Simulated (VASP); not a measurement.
A convergence study with VASP on K (space group Im-3m): a few settings are varied, all else stays as given below, so the limit is that of these other settings.

```yaml
crystal:
  lattice:
    - [-2.65320, 2.65320, 2.65320]
    - [2.65320, -2.65320, 2.65320]
    - [2.65320, 2.65320, -2.65320]
  atoms:
    - { symbol: K, position: [0.00000, 0.00000, 0.00000] }
```

The numbers are results of PBE GGA, VASP's PBE PAW potentials (set 64) (plane waves; VASP 6.6.1), not measurements. The last row used: 300 eV cut-off, 15×15×15 Γ-centred mesh, Fermi-Dirac smearing of 0.010 eV, potentials K_sv.

```csv
setting,E (eV/atom),pressure (GPa),irreducible k-points
SIGMA = 1.0,-1.1791,0.59,120
SIGMA = 0.5,-1.0529,0.09,120
SIGMA = 0.3,-1.0456,-0.07,120
SIGMA = 0.2,…,…,120
SIGMA = 0.1,…,…,120
SIGMA = 0.05,-1.0447,-0.18,120
SIGMA = 0.02,-1.0445,-0.18,120
SIGMA = 0.01,-1.0444,-0.18,120
```

Problem. Some entries are withheld; supply them.

Solution. 
- SIGMA = 0.1, E (eV/atom): -1.0451
- SIGMA = 0.1, pressure (GPa): -0.17
- SIGMA = 0.2, E (eV/atom): -1.0453
- SIGMA = 0.2, pressure (GPa): -0.13

VASP warned of too few bands at SIGMA = 1.0.

Left out are rungs that failed or repeat a setting and relaxations that didn't move; long series are thinned to 24 rows.

The structure is a typed K crystal (space group no. 229). The cell was not relaxed at this level. VASP warned that the highest band is occupied, so more bands are needed.
